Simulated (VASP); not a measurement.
Input:

```
KMgF3
1.0
    4.04096     0.00000     0.00000
    0.00000     4.04096     0.00000
    0.00000     0.00000     4.04096
K Mg F
1 1 3
Direct
  0.00000   0.00000   0.00000
  0.50000   0.50000   0.50000
  0.50000   0.00000   0.50000
  0.00000   0.50000   0.50000
  0.50000   0.50000   0.00000
```

These are HSE06 screened hybrid, VASP's PBE PAW potentials (set 64) (plane waves; VASP 6.6.1) values and carry that method's errors. Run with 500 eV cut-off, 4×4×4 Γ-centred mesh, Gaussian smearing of 0.050 eV, potentials K_sv Mg F.

Problem. Give the stress tensor in GPa (positive for a compressed cell).

Solution. 
```
-2.17   0.00   0.00
 0.00  -2.17   0.00
 0.00   0.00  -2.17
```
The pressure is its mean diagonal, -2.17 GPa.

The compound is KMgF3 in the cubic perovskite structure. It was relaxed first. The cell's shape comes from a PBE relaxation.
